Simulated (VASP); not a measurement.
Data:

```
AgI
1.0
    0.00000     3.22084     3.22084
    3.22084     0.00000     3.22084
    3.22084     3.22084     0.00000
Ag I
1 1
Direct
  0.00000   0.00000   0.00000
  0.25000   0.25000   0.25000
```

Method: PBEsol GGA with spin-orbit coupling, VASP's PBE PAW potentials (set 64) (plane waves; VASP). Settings: 400 eV cut-off, 7×7×7 Γ-centred mesh, Gaussian smearing of 0.050 eV, potentials Ag I.

### Question
Give the energies of bands 9 to 22 at the high-symmetry points, in eV from the valence-band maximum.

### Answer

```csv
band,Γ,X,U,L,W
9,-3.40,-3.48,-3.61,-3.66,-3.63
10,-3.40,-3.48,-3.59,-3.66,-3.42
11,-3.40,-3.10,-3.25,-3.28,-3.28
12,-3.40,-3.10,-3.24,-3.28,-3.15
13,-0.63,-2.89,-3.08,-3.10,-2.98
14,-0.63,-2.89,-3.00,-3.10,-2.93
15,0.00,-2.30,-2.35,-1.13,-2.52
16,0.00,-2.30,-2.30,-1.13,-2.49
17,0.00,-1.91,-1.72,-0.82,-1.91
18,0.00,-1.91,-1.67,-0.82,-1.89
19,0.97,3.19,3.56,2.41,4.33
20,0.97,3.19,3.59,2.41,4.69
21,5.21,3.52,4.59,5.84,4.84
22,5.21,3.52,4.79,5.84,4.89
```

The gap is direct, 0.97 eV, from the valence maximum at Γ to the conduction minimum at Γ.

The compound is AgI in the zinc blende structure, whereas wurtzite is the usual form. It was relaxed first.
